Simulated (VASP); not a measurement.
An input for Ansatz (written as the equivalent of a VASP run, and not itself run):

Ansatz 0.2 input:
```yaml
crystal:
  lattice:
    - [1.9159422, -3.3185095, 0.0000000]
    - [1.9159422, 3.3185095, 0.0000000]
    - [0.0000000, 0.0000000, 6.2349521]
  atoms:
    - { symbol: Sn, position: [1.0000000, 1.0000000, 0.0000000] }
    - { symbol: Se, position: [0.3333330, 0.6666670, 0.2526164] }
    - { symbol: Se, position: [0.6666670, 0.3333330, 0.7473836] }
kpoints:
  mp_grid: { grid: [6, 6, 3] }
hamiltonian:
  xc: r2scan
  pseudopotentials: { kind: paw }
scf:
  occupations: { method: gaussian, width: 0.05 }
  max_iter: 100
relax:
  max_steps: 60
  f_tol: 0.02
  cell: {}
output: { forces: true, stress: true, eigenvalues: true }
```

Translate this input to VASP (INCAR, KPOINTS, POSCAR, choice of POTCAR).

One answer among several that fit: 
INCAR:
```
SYSTEM = SnSe2
PREC = Accurate; ENCUT = 400; LREAL = .FALSE.
LASPH = .TRUE.
EDIFF = 1E-6; NELM = 100; ALGO = Normal
LMAXMIX = 4; LMIXTAU = .TRUE.
ISMEAR = 0; SIGMA = 0.05
METAGGA = R2SCAN
IBRION = 2; NSW = 60; ISIF = 3
EDIFFG = -0.02
LWAVE = .FALSE.; LCHARG = .FALSE.
```

**KPOINTS**
```
Automatic mesh
0
Gamma
6 6 3
0 0 0
```

POSCAR:
```
SnSe2
1
    1.9159422433    -3.3185095250    -0.0000000000
    1.9159422433     3.3185095250     0.0000000000
   -0.0000000000     0.0000000000     6.2349520930
Sn Se
1 2
Direct
  1.0000000000   1.0000000000   0.0000000000
  0.3333330000   0.6666670000   0.2526164324
  0.6666670000   0.3333330000   0.7473835676
```

POTCAR, in this order: Sn_d Se (PBE.64 set). Program: vasp_std.

What does not carry over: each code has its own PAW files, so the cut-off isn't converted (ENCUT is set for VASP's; basis.ecutwfc is left out, and Ansatz then takes the one that its files recommend); Ansatz stops its SCF on the density residual and VASP on the energy change (EDIFF).

The compound is SnSe2 in the 1T layered structure. This run relaxes it. Symmetry was kept, so distortions that lower it aren't found. The start is the result of an earlier pass.
